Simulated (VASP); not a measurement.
Consider the following.

```xyz
2
Lattice="3.4640 0.0000 0.0000 -1.7320 2.9999 0.0000 0.0000 0.0000 3.3807" Properties=species:S:1:pos:R:3 pbc="T T T"
Pt     0.0000     0.0000     0.0000
As     1.7320     1.0000     1.6903
```

The numbers are results of PBE GGA, VASP's PBE PAW potentials (set 64) (plane waves; VASP), not measurements. Numerical set-up: 400 eV cut-off, 7×7×6 Γ-centred mesh, Gaussian smearing of 0.050 eV, potentials Pt As.

Problem. Give the stress tensor in GPa (positive for a compressed cell).

Solution. 
```
7.45  0.00  0.00
0.00  7.45  0.00
0.00  0.00  2.21
```
The pressure is its mean diagonal, 5.70 GPa.

The structure was generated: AsPt was put into the WC type (P-6m2), which need not be its known phase. The cell was not relaxed at this level. The k-mesh is coarse (spacing up to 0.31 per Å, 2π included), so the numbers may not be converged in it. The electron count is odd and the run is not spin-polarised, which forces a metal.
